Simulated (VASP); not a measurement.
# WSb (relaxed from the rock salt structure, space group Fm-3m): computed properties

Method: PBEsol GGA, VASP's PBE PAW potentials (set 64) (plane waves; VASP 6.6.1).

```yaml
space_group: Fm-3m (225)
cell: a = b = c = 5.482 Å, α = β = γ = 90.00°
volume_per_atom: 20.59 Å³/atom
band gap (over mesh and band path): none (metal, semimetal or under 0.01 eV)
density: 12.32 g/cm³
```

```cif
data_Sb4W4
_chemical_formula_sum 'W4 Sb4'
_space_group_name_H-M_alt 'Fm-3m'
_space_group_IT_number 225
_space_group_name_Hall '-F 4 2 3'
_cell_length_a 5.48185
_cell_length_b 5.48185
_cell_length_c 5.48185
_cell_angle_alpha 90.000
_cell_angle_beta 90.000
_cell_angle_gamma 90.000
loop_
_atom_site_label
_atom_site_type_symbol
_atom_site_symmetry_multiplicity
_atom_site_Wyckoff_symbol
_atom_site_fract_x
_atom_site_fract_y
_atom_site_fract_z
_atom_site_occupancy
W1 W 4 a 0.00000 0.00000 0.00000 1
Sb1 Sb 4 b 0.50000 0.50000 0.50000 1
```
(The calculation used a cell of 2 atoms; values per cell refer to that cell.)

Unless said otherwise, spin-orbit coupling is left out, though it shifts the bands of the heavy elements here.

The structure was generated: WSb was put into the rock salt type (Fm-3m), which need not be its known phase. It was relaxed first, which changed the volume by -40 %. Symmetry was kept, so distortions that lower it aren't found. The electron count is odd and the run is not spin-polarised, which forces a metal.
